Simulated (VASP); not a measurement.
Here is the system:

```
CELL_PARAMETERS angstrom
      0.00000     3.36116     3.36116
      3.36116     0.00000     3.36116
      3.36116     3.36116     0.00000
ATOMIC_POSITIONS crystal
  Te 0.50000 0.50000 0.50000
  Pb 0.00000 0.00000 0.00000
```

These are vdW-DF2, VASP's PBE PAW potentials (set 64) (plane waves; VASP 6.6.1) values and carry that method's errors. Run with 520 eV cut-off, 7×7×7 Γ-centred mesh, Gaussian smearing of 0.050 eV, potentials Te Pb_d.

### Question
Give the stress tensor in GPa (positive for a compressed cell).

### Answer

```
1.06  0.00  0.00
0.00  1.06  0.00
0.00  0.00  1.06
```
The pressure is its mean diagonal, 1.06 GPa.

The compound is PbTe in the rock salt structure. This cell is one point of a volume scan, at 0.97 of the reference volume.
